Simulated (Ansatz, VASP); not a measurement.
**Mg6CrBi: VASP beside Ansatz**

The input INCAR:

```
PREC = Accurate
ENCUT = 520
EDIFF = 1E-7
ISMEAR = -1
SIGMA = 0.05
LREAL = False
LASPH = True
NELM = 120
ALGO = Normal
ISIF = 2
LWAVE = False
LCHARG = False
ISPIN = 2
MAGMOM = 0 3 0 0 0 0 0 0
LORBIT = 11
LMAXMIX = 4
GGA = PE
NBANDS = 34
```

The input KPOINTS:

```
regular mesh
0
Gamma
  5 5 5
```

The input POSCAR:

```
Mg6CrBi
1.0
    5.2070840000      0.0000000000      0.0000000000
    0.0000000000      3.1696805000      5.5177210000
    0.0000000000     -3.1696805000      5.5177210000
Bi Cr Mg
1 1 6
Direct
    0.5000000000      0.6674680000      0.6674680000
    0.5000000000      0.1668080000      0.1668080000
    0.0000000000      0.8378260000      0.8378260000
    0.0000000000      0.3303550000      0.3303550000
    0.0000000000      0.3215270000      0.8433190000
    0.0000000000      0.8433190000      0.3215270000
    0.5000000000      0.1673140000      0.6653780000
    0.5000000000      0.6653780000      0.1673140000
```

The input input.yaml:

```yaml
crystal:
  lattice:
    - [5.207084, 0.0, 0.0]
    - [0.0, 3.1696805, 5.517721]
    - [0.0, -3.1696805, 5.517721]
  atoms:
    - { symbol: Bi, position: [0.5, 0.667468, 0.667468] }
    - { symbol: Cr, position: [0.5, 0.166808, 0.166808], spin: 3.0 }
    - { symbol: Mg, position: [0.0, 0.837826, 0.837826] }
    - { symbol: Mg, position: [0.0, 0.330355, 0.330355] }
    - { symbol: Mg, position: [0.0, 0.321527, 0.843319] }
    - { symbol: Mg, position: [0.0, 0.843319, 0.321527] }
    - { symbol: Mg, position: [0.5, 0.167314, 0.665378] }
    - { symbol: Mg, position: [0.5, 0.665378, 0.167314] }
hamiltonian:
  xc: pbe
  pseudopotentials: { kind: paw }
magnetization:
  spin_polarized: true
kpoints:
  mp_grid: { grid: [5, 5, 5] }
scf:
  occupations: { method: fermi_dirac, width: 0.05 }
output:
  forces: true
  stress: true
  eigenvalues: true
  write_density: true
  write_potential: true
  elf: true
  volumetric_format: npy
```

The cell comes from a database or a generator and needn't be the stable form of this composition.

Alike in both runs: task single point; functional PBE; k mesh 5 × 5 × 5; occupations fermi-dirac, width 0.05 eV; collinear spin, ferromagnetic start.

|  | VASP | Ansatz |
| --- | --- | --- |
| version | VASP 6.6.1 | Ansatz 0.2.0 |
| potentials or method | VASP PAW PBE potentials, release 64 (Bi_d, Cr_pv, Mg) | Ansatz PAW |
| plane-wave cutoff (eV) | 520 | 420 |
| valence electrons in the cell | 39 | 89 |

VASP gave:

| Item | Value |
| --- | --- |
| gap on the k mesh at the Fermi level (eV) | none |
| pressure (GPa) | -0.5 |
| largest component of the traceless stress (GPa) | 0.88 |
| rms of the force components (eV/Å) | 0.054 |
| net moment per atom (μB) | 0.50 |
| size of the moment on the site where the two differ most (μB) | 3.73 |

Problem. What did Ansatz give for the same quantities?

Solution. gap on the k mesh at the Fermi level (eV): none; pressure (GPa): -0.4; largest component of the traceless stress (GPa): 0.88; rms of the force components (eV/Å): 0.055; net moment per atom (μB): 0.50; size of the moment on the site where the two differ most (μB): 3.90.

Site moments also hang on the region over which each program counts them. Atom by atom the forces differ by 0.001 eV/Å (rms over components). A gap of «none» marks a metal or a gap that the smearing closes. The functional is the same, so the differences come from potentials, cutoffs and numerics. The two sets of potentials don't hold the same shells in valence.

Caveats: spin-orbit coupling is left out, which moves the levels of the heavy elements.
